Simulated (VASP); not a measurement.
Level of theory: PBE GGA, VASP's PBE PAW potentials (set 64) (plane waves; VASP).

Input for VASP

**POSCAR**
```
Ga
1
    2.2570970000    -3.7779720000     0.0000000000
    2.2570970000     3.7779720000     0.0000000000
    0.0000000000     0.0000000000     4.4722770000
Ga
4
Direct
  0.1549000000   0.8451000000   0.9190000000
  0.3451000000   0.6549000000   0.4190000000
  0.6549000000   0.3451000000   0.5810000000
  0.8549790000   0.1647790000   0.0810000000
```

### KPOINTS
```
Automatic
0
Gamma
7 7 6
```

### INCAR
```
# general
SYSTEM   =  Ga
PREC     =  Accurate
ENCUT    =  400   # plane-wave cut-off (eV)
LREAL    =  .False.   # projection in real space or not
LASPH    =  .True.   # aspherical one-centre terms

# electronic loop
EDIFF    =  1E-6
NELM     =  100   # most electronic steps
ALGO     =  Normal   # blocked Davidson
LMAXMIX  =  4   # l cut-off of mixed one-centre charges

# smearing
ISMEAR   =  0   # Gaussian
SIGMA    =  0.05

# functional
GGA      =  PE   # PBE

# ions
ISIF     =  2

# output
LWAVE    =  .False.
LCHARG   =  .False.
```

POTCAR, in this order: Ga_d (PBE.64 set). Program: vasp_std.

The resulting files:

OSZICAR:
```
       N       E                     dE             d eps       ncg     rms          rms(c)
DAV:   1     0.323900544641E+03    0.32390E+03   -0.22739E+04  9298   0.275E+03
DAV:   2     0.243132520174E+02   -0.29959E+03   -0.29489E+03  9674   0.506E+02
DAV:   3    -0.106659365604E+02   -0.34979E+02   -0.34635E+02 10380   0.141E+02
DAV:   4    -0.116224545124E+02   -0.95652E+00   -0.95201E+00 10333   0.277E+01
DAV:   5    -0.116428800736E+02   -0.20426E-01   -0.20418E-01 10915   0.402E+00    0.261E+00
DAV:   6    -0.115605297283E+02    0.82350E-01   -0.21954E-01 10985   0.672E+00    0.143E+00
DAV:   7    -0.115442397859E+02    0.16290E-01   -0.65338E-02 12770   0.295E+00    0.316E-01
DAV:   8    -0.115430733273E+02    0.11665E-02   -0.15721E-02 10198   0.149E+00    0.511E-02
DAV:   9    -0.115432105054E+02   -0.13718E-03   -0.11075E-03 10397   0.705E-01    0.258E-02
DAV:  10    -0.115432322959E+02   -0.21790E-04   -0.26066E-04 10754   0.477E-01    0.127E-02
DAV:  11    -0.115432408705E+02   -0.85746E-05   -0.90426E-05 14486   0.104E-01    0.539E-03
DAV:  12    -0.115432416587E+02   -0.78822E-06   -0.80594E-06  9970   0.579E-02
   1 F= -.11543242E+02 E0= -.11542269E+02  d E =-.194473E-02
```

**OUTCAR**
```
------------------------ aborting loop because EDIFF is reached ----------------------------------------
  FORCE on cell =-STRESS in cart. coord.  units (eV):
  Direction    XX          YY          ZZ          XY          YZ          ZX
  --------------------------------------------------------------------------------------
  Total        0.7072739      2.2627855      1.5650590      0.0039466     -0.0082544      0.0538190
  in kB       14.8569803     47.5320248     32.8755972      0.0829025     -0.1733927      1.1305216
  external PRESSURE =      31.7548674 kB  Pullay stress =       0.0000000 kB
  volume of cell :       76.27
      direct lattice vectors                 reciprocal lattice vectors
     2.257097000 -3.777972000  0.000000000     0.221523488 -0.132346137  0.000000000
     2.257097000  3.777972000  0.000000000     0.221523488  0.132346137  0.000000000
     0.000000000  0.000000000  4.472277000     0.000000000  0.000000000  0.223599746
 POSITION                                       TOTAL-FORCE (eV/Angst)
 -----------------------------------------------------------------------------------
      2.25710      2.60756      4.11002         0.070648     -0.130438     -0.075988
      2.25710      1.17042      1.87388         0.114699      0.136063     -0.061990
      2.25710     -1.17042      2.59839        -0.065502     -0.137994      0.069242
      2.30169     -2.60756      0.36225        -0.119845      0.132369      0.068735
 -----------------------------------------------------------------------------------
    total drift:                                0.000023     -0.000272     -0.000006
  FREE ENERGIE OF THE ION-ELECTRON SYSTEM (eV)
  ---------------------------------------------------
  free  energy   TOTEN  =       -11.5432416587 eV

  energy  without entropy=      -11.5412969270  energy(sigma->0) =      -11.54226929
```
(Selected blocks of OUTCAR.)

The compound is Ga in the alpha structure. The cell was not relaxed at this level, atoms are displaced from their ideal sites. The run is one of a series of settings (ISMEAR = 0, SIGMA = 0.05 against the base run), some of them coarse on purpose.
